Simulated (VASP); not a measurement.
```
CELL_PARAMETERS angstrom
      0.00000     2.53621     2.53621
      2.53621     0.00000     2.53621
      2.53621     2.53621     0.00000
ATOMIC_POSITIONS crystal
  Hf 0.00000 0.00000 0.00000
  O  0.25000 0.25000 0.25000
  O  0.75000 0.75000 0.75000
```

Level of theory: PBE GGA, VASP's PBE PAW potentials (set 64) (plane waves; VASP 6.6.1). Run with 520 eV cut-off, 10×10×10 Γ-centred mesh, tetrahedra with Blöchl corrections, potentials Hf_pv O.

Unless said otherwise, spin-orbit coupling is left out, though it shifts the bands of the heavy elements here.

**Question.** Predict the energy per atom (σ→0), band gap (on the k-mesh) with the smallest direct gap where there is one.

**Answer.** 
| Property | Result |
|---|---|
| band gap (on the k-mesh) | 3.80 eV |
| smallest direct gap (on the k-mesh) | 3.80 eV |
| energy per atom (σ→0) | -10.083 eV/atom |

Only differences to runs with the same potentials and settings are physical.

The compound is HfO2 in the fluorite structure, the high-temperature cubic form, which is unstable at 0 K; the monoclinic form is the stable one. It was relaxed first.
